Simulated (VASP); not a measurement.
Ti:

```
CELL_PARAMETERS angstrom
2.95000 0.00000 0.00000
-1.47500 2.55477 0.00000
0.00000 0.00000 4.68000
ATOMIC_POSITIONS crystal
Ti 0.33333 0.66667 0.25000
Ti 0.66667 0.33333 0.75000
```

```yaml
Program: VASP 6.6.1
Task: relaxation of cell and atoms
Functional: PBEsol
Potentials_or_basis: VASP PAW PBE potentials, release 64 (Ti_sv)
Cutoff: 600 eV
k_mesh: 15 × 15 × 8
Occupations: methfessel-paxton, width 0.1 eV
Spin: no spin polarisation
```

At the start: pressure -5.9 GPa; volume 17.64 Å³/atom.

Where does the relaxation end?

Over 7 steps the energy falls by 18.6 meV/atom and the volume is 16.68 Å³/atom (-5.4 %); space group P6_3/mmc (No. 194, to 0.05 Å).

Step by step:
```tsv
step	energy change (eV)	largest force (eV/Å)	pressure (GPa)	volume (Å³)
1	0.0000	0.0000	-5.93	35.27
2	-0.0166	0.0000	5.09	32.04
3	-0.0370	0.0000	-0.01	33.37
4	-0.0370	0.0000	0.11	33.33
5	-0.0371	0.0000	-0.02	33.38
6	-0.0371	0.0000	-0.15	33.41
7	-0.0371	0.0000	-0.04	33.37
```

Final structure:
```
Ti
1.0
     2.90210    0.00000    0.00000
    -1.45105    2.51329    0.00000
     0.00000    0.00000    4.57501
Ti
2
Direct
  0.33333 0.66667 0.25000
  0.66667 0.33333 0.75000
```

Caveat: the PAW data sets were made with another functional, which shifts forces and pressure a little.
